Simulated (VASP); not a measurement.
VASP ran on this input.

File POSCAR:
```
MgTe
1
    0.0000000000     3.2742000000     3.2742000000
    3.2742000000     0.0000000000     3.2742000000
    3.2742000000     3.2742000000     0.0000000000
Mg Te
1 1
Direct
  0.0000000000   0.0000000000   0.0000000000
  0.2500000000   0.2500000000   0.2500000000
```

INCAR:
```
LASPH = .TRUE.   ! aspherical one-centre terms
NELM = 100   ! most electronic steps
SIGMA = 0.05
LMAXMIX = 4   ! l cut-off of mixed one-centre charges
EDIFF = 1E-6   ! SCF stop (eV)
ALGO = Normal   ! blocked Davidson
ISMEAR = 0   ! Gaussian
LCHARG = .FALSE.
ENCUT = 400   ! plane-wave cut-off (eV)
ISIF = 2   ! forces and stress, cell fixed
SYSTEM = MgTe
LREAL = .FALSE.   ! projection in real space or not
GGA = PE   ! PBE
LWAVE = .FALSE.
PREC = Accurate
```

File KPOINTS:
```
Automatic mesh
0
Gamma
5 5 5
0 0 0
```

POTCAR, in this order: Mg Te (PBE.64 set). Program: vasp_std.

Q: Translate this PBE calculation to Ansatz.

A: One equivalent input (not run):
Ansatz 0.2 input:
```yaml
crystal:
  lattice:
    - [0.0000000, 3.2742000, 3.2742000]
    - [3.2742000, 0.0000000, 3.2742000]
    - [3.2742000, 3.2742000, 0.0000000]
  atoms:
    - { symbol: Mg, position: [0.0000000, 0.0000000, 0.0000000] }
    - { symbol: Te, position: [0.2500000, 0.2500000, 0.2500000] }
kpoints:
  mp_grid: { grid: [5, 5, 5] }
hamiltonian:
  xc: pbe
  pseudopotentials: { kind: paw }
scf:
  occupations: { method: gaussian, width: 0.05 }
  max_iter: 100
output: { forces: true, stress: true, eigenvalues: true }
```
The two are equivalent in intent, not identical: each code has its own PAW files, so the cut-off isn't converted (ENCUT is set for VASP's; basis.ecutwfc is left out, and Ansatz then takes the one that its files recommend); Ansatz stops its SCF on the density residual and VASP on the energy change (EDIFF).

The compound is MgTe in the zinc blende structure, whereas wurtzite is the usual form. The cell was not relaxed at this level.
